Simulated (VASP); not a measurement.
Method: optB88-vdW, VASP's PBE PAW potentials (set 64) (plane waves; VASP).

VASP input:

### POSCAR
```
Li
1
   -1.7098734793     1.7098734793     1.7098734793
    1.7098734793    -1.7098734793     1.7098734793
    1.7098734793     1.7098734793    -1.7098734793
Li
1
Direct
  0.0000000000   0.0000000000   0.0000000000
```

File KPOINTS:
```
Automatic mesh
0
Gamma
17 17 17
0 0 0
```

INCAR:
```
SYSTEM = Li
PREC = Accurate
ENCUT = 520
EDIFF = 1E-7
NELM = 100
ALGO = Normal
LREAL = .FALSE.
LASPH = .TRUE.
ISMEAR = -5
GGA = BO
PARAM1 = 0.1833333333
PARAM2 = 0.22
LUSE_VDW = .TRUE.
AGGAC = 0.0
LWAVE = .FALSE.
LCHARG = .TRUE.
LORBIT = 11
NEDOS = 601
ISIF = 2
```

POTCAR, in this order: Li_sv (PBE.64 set). Program: vasp_std.

The run wrote:

**OUTCAR**
```
 ion  position               nearest neighbor table
   1  0.000  0.000  0.000-
  LATTYP: Found a body centered cubic cell.
 ALAT       =     3.4197469586
 Subroutine PRICEL returns:
 Original cell was already a primitive cell.
 Subroutine GETGRP returns: Found 48 space group operations
The static configuration has the point symmetry O_h .
The dynamic configuration has the point symmetry O_h .
 Subroutine INISYM returns: Found 48 space group operations
 Subroutine IBZKPT returns following result:
 Found    165 irreducible k-points:

 Following reciprocal coordinates:
            Coordinates               Weight
  0.000000  0.000000  0.000000      1.000000
  0.058824  0.000000  0.000000     12.000000
  0.117647  0.000000  0.000000     12.000000
  0.176471  0.000000  0.000000     12.000000
  0.235294  0.000000  0.000000     12.000000
  0.294118  0.000000  0.000000     12.000000
  0.352941  0.000000  0.000000     12.000000
  0.411765  0.000000  0.000000     12.000000
  0.470588  0.000000  0.000000     12.000000
  0.058824  0.058824  0.000000     24.000000
...
```

### OSZICAR
```
       N       E                     dE             d eps       ncg     rms          rms(c)
DAV:   1     0.160272010467E+01    0.16027E+01   -0.73388E+02  1670   0.428E+02
DAV:   2    -0.839842008319E+00   -0.24426E+01   -0.23887E+01  2325   0.597E+01
DAV:   3    -0.972866966923E+00   -0.13302E+00   -0.13266E+00  2065   0.102E+01
DAV:   4    -0.976565784332E+00   -0.36988E-02   -0.37032E-02  2110   0.165E+00
DAV:   5    -0.976623641492E+00   -0.57857E-04   -0.57841E-04  2150   0.178E-01    0.161E-01
DAV:   6    -0.977700191076E+00   -0.10765E-02   -0.56311E-04  1830   0.215E-01    0.101E-01
DAV:   7    -0.978904677713E+00   -0.12045E-02   -0.21208E-03  1820   0.433E-01    0.182E-02
DAV:   8    -0.978948908120E+00   -0.44230E-04   -0.17369E-04  2320   0.132E-01    0.630E-03
DAV:   9    -0.978949035106E+00   -0.12699E-06   -0.48744E-06  2265   0.195E-02    0.176E-03
DAV:  10    -0.978948703985E+00    0.33112E-06   -0.36657E-07  2160   0.592E-03    0.641E-04
DAV:  11    -0.978948919909E+00   -0.21592E-06   -0.32440E-07  1780   0.365E-03    0.835E-05
DAV:  12    -0.978948876671E+00    0.43239E-07   -0.82030E-09   845   0.919E-04
   1 F= -.97894888E+00 E0= -.97894888E+00  d E =0.000000E+00
```

### OUTCAR
```
------------------------ aborting loop because EDIFF is reached ----------------------------------------
  FORCE on cell =-STRESS in cart. coord.  units (eV):
  Direction    XX          YY          ZZ          XY          YZ          ZX
  --------------------------------------------------------------------------------------
  Total       -0.0018374     -0.0018374     -0.0018374      0.0000000     -0.0000000     -0.0000000
  in kB       -0.1472154     -0.1472154     -0.1472154      0.0000000     -0.0000000     -0.0000000
  external PRESSURE =      -0.1472154 kB  Pullay stress =       0.0000000 kB
  volume of cell :       20.00
      direct lattice vectors                 reciprocal lattice vectors
    -1.709873479  1.709873479  1.709873479     0.000000000  0.292419297  0.292419297
     1.709873479 -1.709873479  1.709873479     0.292419297  0.000000000  0.292419297
     1.709873479  1.709873479 -1.709873479     0.292419297  0.292419297  0.000000000
 POSITION                                       TOTAL-FORCE (eV/Angst)
 -----------------------------------------------------------------------------------
      0.00000      0.00000      0.00000         0.000000     -0.000000      0.000000
 -----------------------------------------------------------------------------------
    total drift:                               -0.000000     -0.000000      0.000000
  FREE ENERGIE OF THE ION-ELECTRON SYSTEM (eV)
  ---------------------------------------------------
  free  energy   TOTEN  =        -0.9789488767 eV

  energy  without entropy=       -0.9789488767  energy(sigma->0) =       -0.97894888

 total charge

# of ion       s       p       d       tot
------------------------------------------
    1        2.034   0.053   0.000   2.088
```
(Selected blocks of OUTCAR.)

For a metal the tetrahedron method with Blöchl corrections gives inexact stress and forces.

The compound is Li in the bcc structure. It was relaxed first, which changed the volume by -6 %.
